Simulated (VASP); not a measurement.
Input:

```
CELL_PARAMETERS angstrom
      0.00000     2.96893     2.96893
      2.96893     0.00000     2.96893
      2.96893     2.96893     0.00000
ATOMIC_POSITIONS crystal
  Mg 0.00000 0.00000 0.00000
  Se 0.25000 0.25000 0.25000
```

The numbers are results of PBEsol GGA with spin-orbit coupling, VASP's PBE PAW potentials (set 64) (plane waves; VASP), not measurements. Numerical set-up: 400 eV cut-off, 7×7×7 Γ-centred mesh, Gaussian smearing of 0.050 eV, potentials Mg Se.

Q: Give the energies of bands 3 to 15 at the high-symmetry points, in eV from the valence-band maximum.

A: 
| band | Γ | X | U | L | W |
|---|---|---|---|---|---|
| 3 | -0.38 | -3.11 | -2.85 | -3.39 | -2.71 |
| 4 | -0.38 | -3.11 | -2.75 | -3.39 | -2.56 |
| 5 | 0.00 | -1.35 | -2.17 | -0.61 | -2.16 |
| 6 | 0.00 | -1.35 | -2.05 | -0.61 | -1.96 |
| 7 | 0.00 | -1.15 | -1.01 | -0.38 | -1.55 |
| 8 | 0.00 | -1.15 | -1.01 | -0.38 | -1.54 |
| 9 | 2.40 | 3.16 | 4.05 | 4.02 | 4.95 |
| 10 | 2.40 | 3.16 | 4.06 | 4.02 | 4.95 |
| 11 | 6.93 | 4.69 | 6.17 | 6.74 | 6.95 |
| 12 | 6.93 | 4.69 | 6.21 | 6.74 | 7.06 |
| 13 | 6.95 | 10.47 | 8.88 | 6.74 | 7.32 |
| 14 | 6.95 | 10.47 | 8.89 | 6.74 | 7.33 |
| 15 | 6.95 | 11.04 | 9.26 | 7.90 | 7.45 |

The gap is direct, 2.39 eV, from the valence maximum at Γ to the conduction minimum at Γ.

The structure comes from a computed database's MgSe entry (F-43m); how it stands against other phases isn't given here. The cell was not relaxed at this level.
